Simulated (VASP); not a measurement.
Calculation: r2SCAN meta-GGA, VASP's PBE PAW potentials (set 64) (plane waves; VASP).

The input files of a VASP run:

### INCAR
```
! general
SYSTEM  = WS2
PREC    = Accurate
ENCUT   = 480
LREAL   = .False.
LASPH   = .True.

! electronic loop
EDIFF   = 1E-6
NELM    = 100
ALGO    = Normal
LMAXMIX = 6
LMIXTAU = .True.

! smearing
ISMEAR  = 0
SIGMA   = 0.05

! functional
METAGGA = R2SCAN

! ions
IBRION  = 2
NSW     = 60
ISIF    = 3
EDIFFG  = -0.02

! output
LWAVE   = .False.
LCHARG  = .False.
```

File POSCAR:
```
WS2
1
    3.1456914421     0.0000000000     0.0000000000
   -1.5728457211     2.7242486795     0.0000000000
    0.0000000000    -0.0000000000    12.3155605606
W S
2 4
Direct
  0.6666670000   0.3333330000   0.7500000000
  0.3333330000   0.6666670000   0.2500000000
  0.6666670000   0.3333330000   0.3774566432
  0.3333330000   0.6666670000   0.8774566432
  0.3333330000   0.6666670000   0.6225433568
  0.6666670000   0.3333330000   0.1225433568
```

KPOINTS:
```
Automatic mesh
0
Gamma
7 7 2
0 0 0
```

POTCAR, in this order: W_sv S (PBE.64 set). Program: vasp_std.

The resulting files:

**OSZICAR**
```
...
DAV:   2    -0.140134313223E+03    0.21851E-01   -0.11922E-01  1189   0.226E+00    0.526E-01
DAV:   3    -0.140132252103E+03    0.20611E-02   -0.11201E-02  1153   0.736E-01    0.400E-01
DAV:   4    -0.140130697294E+03    0.15548E-02   -0.29708E-03  1171   0.338E-01    0.198E-01
DAV:   5    -0.140131433023E+03   -0.73573E-03   -0.15239E-03  1138   0.311E-01    0.852E-02
DAV:   6    -0.140131564221E+03   -0.13120E-03   -0.48066E-04  1158   0.151E-01    0.480E-02
DAV:   7    -0.140131554672E+03    0.95491E-05   -0.48661E-05  1174   0.507E-02    0.150E-02
DAV:   8    -0.140131585513E+03   -0.30842E-04   -0.28623E-05  1199   0.416E-02    0.379E-03
DAV:   9    -0.140131581713E+03    0.38009E-05   -0.22479E-06   843   0.115E-02    0.228E-03
DAV:  10    -0.140131584711E+03   -0.29990E-05   -0.75726E-07   685   0.681E-03    0.106E-03
DAV:  11    -0.140131582132E+03    0.25796E-05   -0.41986E-07   636   0.514E-03    0.520E-04
DAV:  12    -0.140131583879E+03   -0.17467E-05   -0.12416E-07   587   0.259E-03    0.202E-04
DAV:  13    -0.140131583506E+03    0.37213E-06   -0.15944E-08   573   0.854E-04
   4 F= -.14013158E+03 E0= -.14013158E+03  d E =-.116952E-01
       N       E                     dE             d eps       ncg     rms          rms(c)
DAV:   1    -0.140132322162E+03   -0.73828E-03   -0.35081E-02  1069   0.127E+00    0.155E-01
DAV:   2    -0.140131887585E+03    0.43458E-03   -0.21579E-03  1182   0.300E-01    0.693E-02
DAV:   3    -0.140131861877E+03    0.25708E-04   -0.21004E-04  1153   0.102E-01    0.541E-02
DAV:   4    -0.140131832537E+03    0.29339E-04   -0.62659E-05  1171   0.486E-02    0.269E-02
DAV:   5    -0.140131861372E+03   -0.28835E-04   -0.19737E-05  1146   0.348E-02    0.107E-02
DAV:   6    -0.140131861918E+03   -0.54600E-06   -0.46864E-06   990   0.159E-02
   5 F= -.14013186E+03 E0= -.14013186E+03  d E =-.119736E-01
       N       E                     dE             d eps       ncg     rms          rms(c)
DAV:   1    -0.140153052187E+03   -0.21191E-01   -0.89575E-01   992   0.619E+00    0.100E+00
DAV:   2    -0.140139860625E+03    0.13192E-01   -0.99170E-02  1117   0.214E+00    0.594E-01
DAV:   3    -0.140139582832E+03    0.27779E-03   -0.46246E-03  1184   0.423E-01    0.309E-01
DAV:   4    -0.140138675953E+03    0.90688E-03   -0.19886E-03  1187   0.207E-01    0.131E-01
DAV:   5    -0.140138745955E+03   -0.70002E-04   -0.52643E-04  1171   0.162E-01    0.773E-02
DAV:   6    -0.140138812294E+03   -0.66340E-04   -0.19153E-04  1107   0.101E-01    0.296E-02
DAV:   7    -0.140138836036E+03   -0.23742E-04   -0.10513E-04  1158   0.766E-02    0.104E-02
DAV:   8    -0.140138851522E+03   -0.15486E-04   -0.17108E-05  1163   0.312E-02    0.773E-03
DAV:   9    -0.140138853173E+03   -0.16502E-05   -0.15645E-06   727   0.817E-03    0.351E-03
DAV:  10    -0.140138852695E+03    0.47720E-06   -0.86687E-07   573   0.533E-03
   6 F= -.14013885E+03 E0= -.14013885E+03  d E =-.699078E-02
       N       E                     dE             d eps       ncg     rms          rms(c)
DAV:   1    -0.140277593618E+03   -0.13874E+00   -0.79965E+00   992   0.185E+01    0.315E+00
DAV:   2    -0.140164200421E+03    0.11339E+00   -0.90286E-01  1117   0.649E+00    0.181E+00
DAV:   3    -0.140160233030E+03    0.39674E-02   -0.43095E-02  1193   0.128E+00    0.978E-01
DAV:   4    -0.140151934601E+03    0.82984E-02   -0.18113E-02  1173   0.614E-01    0.423E-01
DAV:   5    -0.140152373343E+03   -0.43874E-03   -0.52353E-03  1156   0.493E-01    0.227E-01
DAV:   6    -0.140153282583E+03   -0.90924E-03   -0.14771E-03  1113   0.283E-01    0.914E-02
DAV:   7    -0.140153376652E+03   -0.94068E-04   -0.10472E-03  1122   0.241E-01    0.365E-02
DAV:   8    -0.140153624633E+03   -0.24798E-03   -0.23400E-04  1113   0.116E-01    0.223E-02
DAV:   9    -0.140153630603E+03   -0.59699E-05   -0.11281E-05  1204   0.191E-02    0.176E-02
DAV:  10    -0.140153637634E+03   -0.70307E-05   -0.11625E-05  1139   0.244E-02    0.340E-03
DAV:  11    -0.140153637041E+03    0.59259E-06   -0.19231E-06   765   0.105E-02
   7 F= -.14015364E+03 E0= -.14015364E+03  d E =-.217751E-01
       N       E                     dE             d eps       ncg     rms          rms(c)
DAV:   1    -0.140626995633E+03   -0.47336E+00   -0.31344E+01   992   0.367E+01    0.676E+00
DAV:   2    -0.140212929792E+03    0.41407E+00   -0.36400E+00  1133   0.131E+01    0.370E+00
DAV:   3    -0.140189085073E+03    0.23845E-01   -0.17777E-01  1193   0.255E+00    0.212E+00
DAV:   4    -0.140155256580E+03    0.33828E-01   -0.68678E-02  1195   0.117E+00    0.970E-01
DAV:   5    -0.140155600631E+03   -0.34405E-03   -0.25676E-02  1132   0.102E+00    0.448E-01
DAV:   6    -0.140159873797E+03   -0.42732E-02   -0.50725E-03  1104   0.515E-01    0.195E-01
DAV:   7    -0.140160282800E+03   -0.40900E-03   -0.50000E-03  1074   0.528E-01    0.894E-02
DAV:   8    -0.140161928711E+03   -0.16459E-02   -0.14180E-03  1083   0.294E-01    0.431E-02
DAV:   9    -0.140161947428E+03   -0.18717E-04   -0.54257E-05  1296   0.426E-02    0.300E-02
DAV:  10    -0.140162003720E+03   -0.56292E-04   -0.76940E-05  1048   0.631E-02    0.164E-02
DAV:  11    -0.140162008242E+03   -0.45219E-05   -0.14072E-05  1118   0.275E-02    0.857E-03
DAV:  12    -0.140162020401E+03   -0.12159E-04   -0.44267E-06   934   0.158E-02    0.932E-03
DAV:  13    -0.140162019958E+03    0.44297E-06   -0.69745E-07   664   0.627E-03
   8 F= -.14016202E+03 E0= -.14016202E+03  d E =-.301580E-01
       N       E                     dE             d eps       ncg     rms          rms(c)
DAV:   1    -0.140296978141E+03   -0.13496E+00   -0.39350E+00  1078   0.169E+01    0.366E+00
DAV:   2    -0.140171764846E+03    0.12521E+00   -0.66824E-01  1166   0.575E+00    0.164E+00
DAV:   3    -0.140159574753E+03    0.12190E-01   -0.49067E-02  1122   0.121E+00    0.506E-01
DAV:   4    -0.140152778225E+03    0.67965E-02   -0.13763E-02  1120   0.644E-01    0.315E-01
DAV:   5    -0.140156431424E+03   -0.36532E-02   -0.27798E-03  1119   0.422E-01    0.213E-01
DAV:   6    -0.140158167694E+03   -0.17363E-02   -0.30847E-03  1044   0.376E-01    0.649E-02
DAV:   7    -0.140158961988E+03   -0.79429E-03   -0.11360E-03  1008   0.268E-01    0.296E-02
DAV:   8    -0.140159302637E+03   -0.34065E-03   -0.22661E-04  1048   0.123E-01    0.139E-02
DAV:   9    -0.140159330851E+03   -0.28213E-04   -0.26119E-05  1181   0.380E-02    0.469E-03
DAV:  10    -0.140159333641E+03   -0.27905E-05   -0.49030E-06   990   0.184E-02    0.218E-03
DAV:  11    -0.140159338551E+03   -0.49100E-05   -0.13622E-06   679   0.102E-02    0.115E-03
DAV:  12    -0.140159337279E+03    0.12720E-05   -0.16886E-07   552   0.307E-03    0.502E-04
DAV:  13    -0.140159338339E+03   -0.10602E-05   -0.95791E-08   517   0.281E-03    0.220E-04
DAV:  14    -0.140159337883E+03    0.45653E-06   -0.26522E-08   517   0.127E-03
   9 F= -.14015934E+03 E0= -.14015934E+03  d E =0.268208E-02
       N       E                     dE             d eps       ncg     rms          rms(c)
DAV:   1    -0.140214105859E+03   -0.54768E-01   -0.14329E+00  1085   0.101E+01    0.223E+00
DAV:   2    -0.140163934084E+03    0.50172E-01   -0.23141E-01  1151   0.340E+00    0.970E-01
DAV:   3    -0.140163869525E+03    0.64559E-04   -0.16646E-02  1094   0.760E-01    0.291E-01
DAV:   4    -0.140160702362E+03    0.31672E-02   -0.44692E-03  1111   0.393E-01    0.201E-01
DAV:   5    -0.140162801232E+03   -0.20989E-02   -0.10438E-03  1062   0.280E-01    0.130E-01
DAV:   6    -0.140163553216E+03   -0.75198E-03   -0.13441E-03   992   0.262E-01    0.260E-02
DAV:   7    -0.140163817717E+03   -0.26450E-03   -0.34683E-04  1006   0.150E-01    0.166E-02
DAV:   8    -0.140163920677E+03   -0.10296E-03   -0.55013E-05  1055   0.626E-02    0.794E-03
DAV:   9    -0.140163923652E+03   -0.29756E-05   -0.10362E-05  1025   0.244E-02    0.276E-03
DAV:  10    -0.140163926890E+03   -0.32381E-05   -0.22864E-06   841   0.131E-02    0.159E-03
DAV:  11    -0.140163926436E+03    0.45489E-06   -0.57001E-07   629   0.635E-03
  10 F= -.14016393E+03 E0= -.14016393E+03  d E =-.190648E-02
```

File OUTCAR:
```
------------------------ aborting loop because EDIFF is reached ----------------------------------------
  FORCE on cell =-STRESS in cart. coord.  units (eV):
  Direction    XX          YY          ZZ          XY          YZ          ZX
  --------------------------------------------------------------------------------------
  Total        0.0982348      0.0982348     -0.0964764     -0.0000000     -0.0000000      0.0000000
  in kB        1.3774227      1.3774227     -1.3527669     -0.0000000     -0.0000000      0.0000000
  external PRESSURE =       0.4673595 kB  Pullay stress =       0.0000000 kB
  volume of cell :      114.26
      direct lattice vectors                 reciprocal lattice vectors
     3.181315360 -0.000000000 -0.000000000     0.314335389  0.181481623  0.000000000
    -1.590657680  2.755099896  0.000000000     0.000000000  0.362963245  0.000000000
     0.000000000 -0.000000000 13.036609359     0.000000000 -0.000000000  0.076707062
 POSITION                                       TOTAL-FORCE (eV/Angst)
 -----------------------------------------------------------------------------------
      1.59066      0.91837      9.77746        -0.000000      0.000000      0.000000
     -0.00000      1.83673      3.25915         0.000000     -0.000000      0.000000
      1.59066      0.91837      4.82019        -0.000000     -0.000000     -0.012922
     -0.00000      1.83673     11.33849         0.000000      0.000000     -0.012922
     -0.00000      1.83673      8.21642         0.000000      0.000000      0.012922
      1.59066      0.91837      1.69812        -0.000000      0.000000      0.012922
 -----------------------------------------------------------------------------------
    total drift:                                0.000611     -0.000353      0.000800
  FREE ENERGIE OF THE ION-ELECTRON SYSTEM (eV)
  ---------------------------------------------------
  free  energy   TOTEN  =      -140.1639264356 eV

  energy  without entropy=     -140.1639264356  energy(sigma->0) =     -140.16392644

 reached required accuracy - stopping structural energy minimisation
```
(Selected blocks of OUTCAR.)

### CONTCAR
```
WS2
   1.00000000000000
     3.1813153597313866   -0.0000000000006295   -0.0000000000000000
    -1.5906576799168040    2.7550998964282369    0.0000000000000000
     0.0000000000000000   -0.0000000000000000   13.0366093594317967
  W               S
     2     4
Direct
     0.6666669999999968    0.3333330000000032    0.7500000000000000
     0.3333330000000032    0.6666669999999968    0.2500000000000000
     0.6666669999999968    0.3333330000000032    0.3697425420545165
     0.3333330000000032    0.6666669999999968    0.8697425420545164
     0.3333330000000032    0.6666669999999968    0.6302574579454836
     0.6666669999999968    0.3333330000000032    0.1302574579454835
```

Energy and stress use the plane-wave basis of the starting cell.

The compound is WS2 in the 2H layered structure. This run relaxes it. Symmetry was kept, so distortions that lower it aren't found. The start is the result of an earlier pass.
